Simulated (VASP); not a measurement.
All values below come from SCAN meta-GGA, VASP's PBE PAW potentials (set 64) (plane waves; VASP).

The input files of a VASP run:

File KPOINTS:
```
Automatic mesh
0
Gamma
5 5 8
0 0 0
```

INCAR:
```
ALGO = Normal
EDIFF = 1E-7
EDIFFG = -0.01
ENCUT = 520
IBRION = 2
ISIF = 4
ISMEAR = 0
LASPH = .TRUE.
LCHARG = .FALSE.
LMIXTAU = .TRUE.
LREAL = .FALSE.
LWAVE = .FALSE.
METAGGA = SCAN
NELM = 100
NSW = 30
PREC = Accurate
SIGMA = 0.05
SYSTEM = SiO2
```

### POSCAR
```
SiO2
1
    4.2187403756     0.0000000000     0.0000000000
    0.0000000000     4.2187403756     0.0000000000
    0.0000000000     0.0000000000     2.6963833147
Si O
2 4
Direct
  0.0000000000   0.0000000000   0.0000000000
  0.5000000000   0.5000000000   0.5000000000
  0.3059348178   0.3059348178   1.0000000000
  0.8059348178   0.1940651822   0.5000000000
  0.1940651822   0.8059348178   0.5000000000
  0.6940651822   0.6940651822   0.0000000000
```

POTCAR, in this order: Si O (PBE.64 set). Program: vasp_std.

Output of the run:

**OUTCAR**
```
 ion  position               nearest neighbor table
   1  0.000  0.000  0.000-   4 1.78   5 1.78   4 1.78   5 1.78   3 1.83   6 1.83
   2  0.500  0.500  0.500-   3 1.78   6 1.78   3 1.78   6 1.78   5 1.83   4 1.83
   3  0.306  0.306  0.000-   2 1.78   2 1.78   1 1.83
   4  0.806  0.194  0.500-   1 1.78   1 1.78   2 1.83
   5  0.194  0.806  0.500-   1 1.78   1 1.78   2 1.83
   6  0.694  0.694  0.000-   2 1.78   2 1.78   1 1.83
  LATTYP: Found a simple tetragonal cell.
 ALAT       =     4.2187403756
 C/A-ratio  =     0.6391441697
 Subroutine PRICEL returns:
 Original cell was already a primitive cell.
 Subroutine GETGRP returns: Found 16 space group operations
The static configuration has the point symmetry D_2h.
 The point group associated with its full space group is D_4h.
The dynamic configuration has the point symmetry D_2h.
 Subroutine INISYM returns: Found 16 space group operations
 Subroutine IBZKPT returns following result:
 Found     30 irreducible k-points:

 Following reciprocal coordinates:
            Coordinates               Weight
  0.000000  0.000000  0.000000      1.000000
  0.200000  0.000000  0.000000      4.000000
  0.400000  0.000000  0.000000      4.000000
  0.200000  0.200000  0.000000      4.000000
  0.400000  0.200000  0.000000      8.000000
  0.400000  0.400000  0.000000      4.000000
  0.000000  0.000000  0.125000      2.000000
  0.200000  0.000000  0.125000      8.000000
  0.400000  0.000000  0.125000      8.000000
  0.200000  0.200000  0.125000      8.000000
  0.400000  0.200000  0.125000     16.000000
  0.400000  0.400000  0.125000      8.000000
  0.000000  0.000000  0.250000      2.000000
  0.200000  0.000000  0.250000      8.000000
  0.400000  0.000000  0.250000      8.000000
  0.200000  0.200000  0.250000      8.000000
  0.400000  0.200000  0.250000     16.000000
  0.400000  0.400000  0.250000      8.000000
...
```

File OSZICAR:
```
       N       E                     dE             d eps       ncg     rms          rms(c)
DAV:   1     0.148855959159E+03    0.14886E+03   -0.18774E+04  1200   0.158E+03
DAV:   2    -0.689141967292E+02   -0.21777E+03   -0.21001E+03  1616   0.330E+02
DAV:   3    -0.765309752268E+02   -0.76168E+01   -0.75888E+01  1440   0.670E+01
DAV:   4    -0.765885513055E+02   -0.57576E-01   -0.57492E-01  1400   0.660E+00
DAV:   5    -0.765891898321E+02   -0.63853E-03   -0.63844E-03  1392   0.671E-01    0.175E+01
DAV:   6    -0.618362569109E+02    0.14753E+02   -0.95289E+00  1356   0.211E+01    0.899E+00
DAV:   7    -0.627563016645E+02   -0.92004E+00   -0.53395E+00  1268   0.253E+01    0.357E+00
DAV:   8    -0.646956373091E+02   -0.19393E+01   -0.11522E+00  1256   0.120E+01    0.172E+00
DAV:   9    -0.619773155712E+02    0.27183E+01   -0.76187E-01  1288   0.829E+00    0.596E-01
DAV:  10    -0.622901546333E+02   -0.31284E+00   -0.72372E-02  1368   0.286E+00    0.352E-01
DAV:  11    -0.623279667431E+02   -0.37812E-01   -0.11505E-02  1296   0.125E+00    0.193E-01
DAV:  12    -0.623809717929E+02   -0.53005E-01   -0.15439E-02  1256   0.144E+00    0.131E-01
DAV:  13    -0.623830481601E+02   -0.20764E-02   -0.33085E-03  1364   0.539E-01    0.298E-02
DAV:  14    -0.623832872186E+02   -0.23906E-03   -0.21205E-04  1332   0.175E-01    0.139E-02
DAV:  15    -0.623832760027E+02    0.11216E-04   -0.47986E-05  1344   0.788E-02    0.906E-03
DAV:  16    -0.623832712342E+02    0.47685E-05   -0.18576E-05  1288   0.499E-02    0.272E-03
DAV:  17    -0.623832722421E+02   -0.10080E-05   -0.44895E-06  1360   0.265E-02    0.209E-03
DAV:  18    -0.623832729554E+02   -0.71324E-06   -0.23693E-07   932   0.609E-03    0.104E-03
DAV:  19    -0.623832730439E+02   -0.88552E-07   -0.68200E-08   796   0.327E-03
   1 F= -.62383273E+02 E0= -.62383273E+02  d E =-.623833E+02
       N       E                     dE             d eps       ncg     rms          rms(c)
DAV:   1    -0.623888760718E+02   -0.56031E-02   -0.25506E+00  1220   0.137E+01    0.476E-01
DAV:   2    -0.623881211684E+02    0.75490E-03   -0.86570E-02  1368   0.244E+00    0.226E-01
DAV:   3    -0.623873728514E+02    0.74832E-03   -0.43203E-03  1328   0.909E-01    0.110E-01
DAV:   4    -0.623872903168E+02    0.82535E-04   -0.36088E-03  1236   0.764E-01    0.224E-02
DAV:   5    -0.623874778084E+02   -0.18749E-03   -0.23632E-03  1244   0.656E-01    0.221E-02
DAV:   6    -0.623874837112E+02   -0.59028E-05   -0.22405E-04  1336   0.220E-01    0.147E-02
DAV:   7    -0.623874853617E+02   -0.16505E-05   -0.34703E-05  1292   0.708E-02    0.342E-03
DAV:   8    -0.623874832818E+02    0.20798E-05   -0.19277E-05  1260   0.569E-02    0.176E-03
DAV:   9    -0.623874832267E+02    0.55160E-07   -0.23505E-06  1332   0.195E-02    0.710E-04
DAV:  10    -0.623874830961E+02    0.13059E-06   -0.24193E-07  1036   0.573E-03    0.317E-04
DAV:  11    -0.623874831789E+02   -0.82827E-07   -0.51548E-08   732   0.275E-03
   2 F= -.62387483E+02 E0= -.62387483E+02  d E =-.421013E-02
       N       E                     dE             d eps       ncg     rms          rms(c)
DAV:   1    -0.623875930784E+02   -0.10998E-03   -0.36645E-02  1240   0.164E+00    0.561E-02
DAV:   2    -0.623875712202E+02    0.21858E-04   -0.12395E-03  1372   0.293E-01    0.273E-02
DAV:   3    -0.623875595721E+02    0.11648E-04   -0.63609E-05  1324   0.110E-01    0.130E-02
DAV:   4    -0.623875552400E+02    0.43321E-05   -0.51538E-05  1240   0.913E-02    0.278E-03
DAV:   5    -0.623875585009E+02   -0.32609E-05   -0.31457E-05  1256   0.754E-02    0.264E-03
DAV:   6    -0.623875588270E+02   -0.32603E-06   -0.29760E-06  1344   0.252E-02    0.169E-03
DAV:   7    -0.623875591290E+02   -0.30199E-06   -0.46798E-07  1288   0.823E-03    0.440E-04
DAV:   8    -0.623875591584E+02   -0.29450E-07   -0.24210E-07   776   0.648E-03
   3 F= -.62387559E+02 E0= -.62387559E+02  d E =-.428611E-02
       N       E                     dE             d eps       ncg     rms          rms(c)
DAV:   1    -0.623886134991E+02   -0.10544E-02   -0.87965E-02  1336   0.264E+00    0.216E-01
DAV:   2    -0.623880631331E+02    0.55037E-03   -0.12584E-03  1336   0.332E-01    0.127E-01
DAV:   3    -0.623877776805E+02    0.28545E-03   -0.10684E-03  1284   0.353E-01    0.138E-02
DAV:   4    -0.623879408674E+02   -0.16319E-03   -0.35396E-04  1240   0.239E-01    0.709E-03
DAV:   5    -0.623879493519E+02   -0.84845E-05   -0.85605E-05  1252   0.119E-01    0.691E-03
DAV:   6    -0.623879391227E+02    0.10229E-04   -0.16296E-05  1292   0.548E-02    0.180E-03
DAV:   7    -0.623879460459E+02   -0.69232E-05   -0.18731E-06  1372   0.171E-02    0.106E-03
DAV:   8    -0.623879448022E+02    0.12438E-05   -0.50578E-07  1268   0.901E-03    0.457E-04
DAV:   9    -0.623879451221E+02   -0.31995E-06   -0.17060E-07   768   0.517E-03    0.163E-04
DAV:  10    -0.623879451207E+02    0.13615E-08   -0.24538E-08   660   0.170E-03
   4 F= -.62387945E+02 E0= -.62387945E+02  d E =-.385962E-03
       N       E                     dE             d eps       ncg     rms          rms(c)
DAV:   1    -0.623880294227E+02   -0.84301E-04   -0.49885E-03  1332   0.629E-01    0.515E-02
DAV:   2    -0.623879957226E+02    0.33700E-04   -0.71294E-05  1336   0.790E-02    0.304E-02
DAV:   3    -0.623879746140E+02    0.21109E-04   -0.61280E-05  1276   0.846E-02    0.330E-03
DAV:   4    -0.623879862255E+02   -0.11611E-04   -0.20311E-05  1240   0.574E-02    0.170E-03
DAV:   5    -0.623879869677E+02   -0.74226E-06   -0.48415E-06  1248   0.282E-02    0.164E-03
DAV:   6    -0.623879870971E+02   -0.12939E-06   -0.87748E-07  1280   0.127E-02    0.460E-04
DAV:   7    -0.623879876139E+02   -0.51683E-06   -0.98400E-08   868   0.395E-03    0.262E-04
DAV:   8    -0.623879875462E+02    0.67731E-07   -0.40701E-08   672   0.253E-03
   5 F= -.62387988E+02 E0= -.62387988E+02  d E =-.428388E-03
```

OUTCAR:
```
------------------------ aborting loop because EDIFF is reached ----------------------------------------
  FORCE on cell =-STRESS in cart. coord.  units (eV):
  Direction    XX          YY          ZZ          XY          YZ          ZX
  --------------------------------------------------------------------------------------
  Total       -2.5026466     -2.5026466     -2.4962346     -0.0000000      0.0000000      0.0000000
  in kB      -83.5531607    -83.5531607    -83.3390900     -0.0000000      0.0000000      0.0000000
  external PRESSURE =     -83.4818038 kB  Pullay stress =       0.0000000 kB
  volume of cell :       47.99
      direct lattice vectors                 reciprocal lattice vectors
     4.228279531 -0.000000000  0.000000000     0.236502812 -0.000000000  0.000000000
     0.000000000  4.228279531  0.000000000     0.000000000  0.236502812  0.000000000
     0.000000000  0.000000000  2.684230757     0.000000000  0.000000000  0.372546212
 POSITION                                       TOTAL-FORCE (eV/Angst)
 -----------------------------------------------------------------------------------
      0.00000     -0.00000      0.00000        -0.000000      0.000000      0.000000
      2.11414      2.11414      1.34212        -0.000000      0.000000      0.000000
      1.29952      1.29952      0.00000        -0.000782     -0.000782      0.000000
      3.41366      0.81462      1.34212        -0.000782      0.000782      0.000000
      0.81462      3.41366      1.34212         0.000782     -0.000782      0.000000
      2.92876      2.92876      0.00000         0.000782      0.000782      0.000000
 -----------------------------------------------------------------------------------
    total drift:                                0.000000      0.000000      0.000000
  FREE ENERGIE OF THE ION-ELECTRON SYSTEM (eV)
  ---------------------------------------------------
  free  energy   TOTEN  =       -62.3879875462 eV

  energy  without entropy=      -62.3879875462  energy(sigma->0) =      -62.38798755

 reached required accuracy - stopping structural energy minimisation
```
(Selected blocks of OUTCAR.)

### CONTCAR
```
SiO2
   1.00000000000000
     4.2282795313473258   -0.0000000000000000    0.0000000000000000
     0.0000000000000000    4.2282795313473258    0.0000000000000000
     0.0000000000000000    0.0000000000000000    2.6842307565786974
  Si              O
     2     4
Direct
     0.0000000000000000    0.0000000000000000    0.0000000000000000
     0.5000000000000000    0.5000000000000000    0.5000000000000000
     0.3073405002709981    0.3073405002709981    0.0000000000000000
     0.8073405002709982    0.1926594997290018    0.5000000000000000
     0.1926594997290018    0.8073405002709982    0.5000000000000000
     0.6926594997290018    0.6926594997290018    0.0000000000000000
```

OUTCAR:
```
 val. band max:        7.3779951099   @ k =   0.0000   0.0000   0.0000

 cond. band min:      13.3932452317   @ k =   0.0000   0.0000   0.0000


 Fermi energy:         7.6449036737

 k-point     1 :       0.0000    0.0000    0.0000
  band No.  band energies     occupation
      1     -15.9486      2.00000
      2     -12.4971      2.00000
      3     -12.4971      2.00000
      4     -12.3306      2.00000
      5      -3.4294      2.00000
      6       1.0302      2.00000
      7       1.0302      2.00000
      8       1.3193      2.00000
      9       2.0535      2.00000
     10       2.3015      2.00000
     11       4.2868      2.00000
     12       4.2868      2.00000
     13       4.8358      2.00000
     14       6.5238      2.00000
     15       6.5238      2.00000
     16       7.3780      2.00000
     17      13.3932      0.00000
     18      14.8994      0.00000
     19      16.6588      0.00000
     20      16.6588      0.00000

 k-point     2 :       0.2000    0.0000    0.0000
  band No.  band energies     occupation
      1     -15.7471      2.00000
      2     -13.2893      2.00000
      3     -12.4020      2.00000
      4     -11.9433      2.00000
      5      -3.1436      2.00000
      6       0.0512      2.00000
      7       1.1852      2.00000
      8       1.9762      2.00000
      9       2.2087      2.00000
     10       3.0488      2.00000
     11       3.9299      2.00000
     12       4.3717      2.00000
     13       4.8979      2.00000
     14       5.7060      2.00000
     15       6.4500      2.00000
     16       7.0794      2.00000
     17      14.0290      0.00000
     18      15.2253      0.00000
     19      16.7402      0.00000
     20      16.7600      0.00000

 k-point     3 :       0.4000    0.0000    0.0000
  band No.  band energies     occupation
      1     -15.1675      2.00000
      2     -14.2925      2.00000
      3     -12.1635      2.00000
      4     -11.9311      2.00000
      5      -2.3835      2.00000
...
```

The compound is SiO2 in the rutile structure, stishovite, a high-pressure form. This cell is one point of a volume scan, at 1.03 of the reference volume. Symmetry was kept, so distortions that lower it aren't found.
